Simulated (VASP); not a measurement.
Computed with r2SCAN meta-GGA, VASP's PBE PAW potentials (set 64) (plane waves; VASP).

A VASP calculation is set up with these files.

File KPOINTS:
```
Automatic mesh
0
Gamma
7 7 7
0 0 0
```

**INCAR**
```
# general
SYSTEM  = Al3Sc
PREC    = Accurate
ENCUT   = 400   # plane-wave cut-off (eV)
LREAL   = .FALSE.   # projection in real space or not
LASPH   = .TRUE.   # aspherical one-centre terms

# electronic loop
EDIFF   = 1E-8
NELM    = 100   # most electronic steps
ALGO    = Normal
LMAXMIX = 4   # l cut-off of mixed one-centre charges
LMIXTAU = .TRUE.

# smearing
ISMEAR  = 1
SIGMA   = 0.1

# functional
METAGGA = R2SCAN

# ions
IBRION  = 1
NSW     = 30   # most ionic steps
ISIF    = 2   # forces and stress, cell fixed
EDIFFG  = -0.001   # ionic stop

# output
LWAVE   = .FALSE.
LCHARG  = .FALSE.
```

File POSCAR:
```
Al3Sc
1
    4.0846035265     0.0000000000     0.0000000000
    0.0000000000     4.0846035265     0.0000000000
    0.0000000000     0.0000000000     4.0846035265
Sc Al
1 3
Direct
  0.0000000000   0.0000000000   0.0000000000
  0.0000000000   0.5000000000   0.5000000000
  0.5000000000   0.0000000000   0.5000000000
  0.5000000000   0.5000000000   0.0000000000
```

POTCAR, in this order: Sc_sv Al (PBE.64 set). Program: vasp_std.

The resulting files:

OSZICAR:
```
       N       E                     dE             d eps       ncg     rms          rms(c)
DAV:   1     0.903278066481E+02    0.90328E+02   -0.76316E+03   568   0.110E+03
DAV:   2    -0.299065273440E+02   -0.12023E+03   -0.11798E+03   578   0.361E+02
DAV:   3    -0.370597122676E+02   -0.71532E+01   -0.69294E+01   862   0.674E+01
DAV:   4    -0.372207628807E+02   -0.16105E+00   -0.16078E+00   772   0.112E+01
DAV:   5    -0.372247737159E+02   -0.40108E-02   -0.40096E-02   784   0.169E+00    0.120E+01
DAV:   6    -0.335908150357E+02    0.36340E+01   -0.57233E+00   786   0.379E+01    0.444E+00
DAV:   7    -0.332399256820E+02    0.35089E+00   -0.55859E-01   650   0.767E+00    0.213E+00
DAV:   8    -0.334496983189E+02   -0.20977E+00   -0.67053E-01   772   0.754E+00    0.800E-01
DAV:   9    -0.334409370377E+02    0.87613E-02   -0.11573E-01   768   0.430E+00    0.372E-01
DAV:  10    -0.335071700765E+02   -0.66233E-01   -0.13421E-01   778   0.436E+00    0.251E-01
DAV:  11    -0.335050835362E+02    0.20865E-02   -0.10997E-02   876   0.149E+00    0.160E-01
DAV:  12    -0.335077395668E+02   -0.26560E-02   -0.39812E-03   720   0.701E-01    0.292E-02
DAV:  13    -0.335076974582E+02    0.42109E-04   -0.41545E-04   726   0.237E-01    0.204E-02
DAV:  14    -0.335078123606E+02   -0.11490E-03   -0.14130E-04   758   0.135E-01    0.726E-03
DAV:  15    -0.335078602303E+02   -0.47870E-04   -0.41709E-05   688   0.832E-02    0.693E-03
DAV:  16    -0.335078573576E+02    0.28726E-05   -0.82037E-06   750   0.369E-02    0.206E-03
DAV:  17    -0.335078623015E+02   -0.49438E-05   -0.50899E-06   650   0.271E-02    0.106E-03
DAV:  18    -0.335078622774E+02    0.24112E-07   -0.14492E-07   874   0.444E-03    0.160E-03
DAV:  19    -0.335078622956E+02   -0.18195E-07   -0.20291E-09   394   0.446E-04    0.150E-03
DAV:  20    -0.335078626333E+02   -0.33772E-06   -0.40036E-07   614   0.667E-03    0.787E-04
DAV:  21    -0.335078626758E+02   -0.42550E-07   -0.78333E-09   436   0.119E-03    0.247E-04
DAV:  22    -0.335078626800E+02   -0.42203E-08   -0.15730E-09   334   0.701E-04
   1 F= -.33507863E+02 E0= -.33507462E+02  d E =-.335079E+02
```

OUTCAR:
```
------------------------ aborting loop because EDIFF is reached ----------------------------------------
  FORCE on cell =-STRESS in cart. coord.  units (eV):
  Direction    XX          YY          ZZ          XY          YZ          ZX
  --------------------------------------------------------------------------------------
  Total        0.0078156      0.0078156      0.0078156     -0.0000000     -0.0000000     -0.0000000
  in kB        0.1837472      0.1837472      0.1837472     -0.0000000     -0.0000000     -0.0000000
  external PRESSURE =       0.1837472 kB  Pullay stress =       0.0000000 kB
  volume of cell :       68.15
      direct lattice vectors                 reciprocal lattice vectors
     4.084603526  0.000000000  0.000000000     0.244821803  0.000000000  0.000000000
     0.000000000  4.084603526  0.000000000     0.000000000  0.244821803  0.000000000
     0.000000000  0.000000000  4.084603526     0.000000000  0.000000000  0.244821803
 POSITION                                       TOTAL-FORCE (eV/Angst)
 -----------------------------------------------------------------------------------
      0.00000      0.00000      0.00000         0.000000      0.000000      0.000000
      0.00000      2.04230      2.04230         0.000000      0.000000      0.000000
      2.04230      0.00000      2.04230         0.000000      0.000000      0.000000
      2.04230      2.04230      0.00000         0.000000      0.000000      0.000000
 -----------------------------------------------------------------------------------
    total drift:                                0.000000     -0.000000     -0.000000
  FREE ENERGIE OF THE ION-ELECTRON SYSTEM (eV)
  ---------------------------------------------------
  free  energy   TOTEN  =       -33.5078626800 eV

  energy  without entropy=      -33.5066599493  energy(sigma->0) =      -33.50746177

 reached required accuracy - stopping structural energy minimisation
```
(Selected blocks of OUTCAR.)

The compound is Al3Sc in the L1_2 structure. It was relaxed first. The start is the result of an earlier pass.
